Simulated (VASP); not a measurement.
The input files of a VASP run:

### POSCAR
```
BeTe
1
    0.0000000000     2.8343111958     2.8343111958
    2.8343111958     0.0000000000     2.8343111958
    2.8343111958     2.8343111958     0.0000000000
Be Te
1 1
Direct
  0.0000000000   0.0000000000   0.0000000000
  0.2500000000   0.2500000000   0.2500000000
```

**KPOINTS**
```
Automatic mesh
0
Gamma
7 7 7
0 0 0
```

INCAR:
```
! general
SYSTEM =BeTe
PREC   =Accurate
ENCUT  =350
LREAL  =.FALSE.
LASPH  =.TRUE.

! electronic loop
EDIFF  =1E-6
NELM   =100
ALGO   =Normal
LMAXMIX=4

! smearing
ISMEAR =0
SIGMA  =0.05

! functional
GGA    =PE

! ions
IBRION =2
NSW    =60
ISIF   =3
EDIFFG =-0.01

! output
LWAVE  =.FALSE.
LCHARG =.FALSE.
```

POTCAR, in this order: Be Te (PBE.64 set). Program: vasp_std.

Task: Write an equivalent input for Ansatz.

Result: One equivalent input (not run):
Ansatz 0.2 input:
```yaml
crystal:
  lattice:
    - [0.0000000, 2.8343112, 2.8343112]
    - [2.8343112, 0.0000000, 2.8343112]
    - [2.8343112, 2.8343112, 0.0000000]
  atoms:
    - { symbol: Be, position: [0.0000000, 0.0000000, 0.0000000] }
    - { symbol: Te, position: [0.2500000, 0.2500000, 0.2500000] }
kpoints:
  mp_grid: { grid: [7, 7, 7] }
hamiltonian:
  xc: pbe
  pseudopotentials: { kind: paw }
scf:
  occupations: { method: gaussian, width: 0.05 }
  max_iter: 100
relax:
  max_steps: 60
  f_tol: 0.01
  cell: {}
output: { forces: true, stress: true, eigenvalues: true }
```
The two are equivalent in intent, not identical: each code has its own PAW files, so the cut-off isn't converted (ENCUT is set for VASP's; basis.ecutwfc is left out, and Ansatz then takes the one that its files recommend); Ansatz stops its SCF on the density residual and VASP on the energy change (EDIFF).

The compound is BeTe in the zinc blende structure. It was relaxed first. The start is the result of an earlier pass.
